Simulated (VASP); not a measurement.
Data:

```
Ta
1.0
   -1.65000     1.65000     1.65000
    1.65000    -1.65000     1.65000
    1.65000     1.65000    -1.65000
Ta
1
Direct
  0.00000   0.00000   0.00000
```

Method: PBE GGA with D3 dispersion (Becke-Johnson damping), VASP's PBE PAW potentials (set 64) (plane waves; VASP 6.6.1). Numerical set-up: 520 eV cut-off, 14×14×14 Γ-centred mesh, first-order Methfessel-Paxton smearing of 0.10 eV, potentials Ta_pv.

Problem. The ions, cell shape and volume are relaxed. What does this cell relax into?

Solution. 
```
Ta
1.0
   -1.64383     1.64383     1.64383
    1.64383    -1.64383     1.64383
    1.64383     1.64383    -1.64383
Ta
1
Direct
  0.00000   0.00000   0.00000
```
Space group Im-3m (229), at a tolerance of 0.03 Å.

Problem. How do energy and volume change from the first to the last step?

Solution. The energy (σ→0) changes by -1.6 meV/atom and the volume by -1.1 %, in 3 ionic steps.

The compound is Ta in the bcc structure. This run relaxes it. Symmetry was kept, so distortions that lower it aren't found.
